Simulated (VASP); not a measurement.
A run of VASP 6.6.1:

INCAR

```
ALGO = Normal
EDIFF = 1E-8
ENCUT = 600
IBRION = 8
ISIF = 2
ISMEAR = 0
LASPH = True
LCHARG = False
LEPSILON = True
LREAL = False
LWAVE = False
NELM = 80
NSW = 1
PREC = Accurate
SIGMA = 0.02
```

Contents of KPOINTS:

```
k-points
0
Gamma
  9 9 2
```

File POSCAR:

```
Be3N2
1.0
    2.8128000000      0.0000000000      0.0000000000
   -1.4064000000      2.4359600000      0.0000000000
    0.0000000000      0.0000000000      9.6163700000
Be N
6 4
Direct
    0.3333300000      0.6666700000      0.0781400000
    0.6666700000      0.3333300000      0.5781400000
    0.6666700000      0.3333300000      0.9218600000
    0.3333300000      0.6666700000      0.4218600000
    0.0000000000      0.0000000000      0.2500000000
    0.0000000000      0.0000000000      0.7500000000
    0.0000000000      0.0000000000      0.0000000000
    0.0000000000      0.0000000000      0.5000000000
    0.3333300000      0.6666700000      0.2500000000
    0.6666700000      0.3333300000      0.7500000000
```

Potentials or basis: VASP PAW LDA potentials, release 64 (Be, N).

Run with:

```bash
$ cat potpaw_LDA.64/Be/POTCAR potpaw_LDA.64/N/POTCAR > POTCAR
$ mpirun -np 1 vasp_std > vasp.out
```

Hardware: 1 thread of Intel(R) Xeon(R) Platinum 8488C (Sapphire Rapids), with other jobs on the host.

Question: Estimate the wall time of this run.

Answer: It took 20 min on 1 thread of Intel(R) Xeon(R) Platinum 8488C (Sapphire Rapids) (shared host), peak memory 0.58 GiB. Counts: scf iterations 214, k points 50.
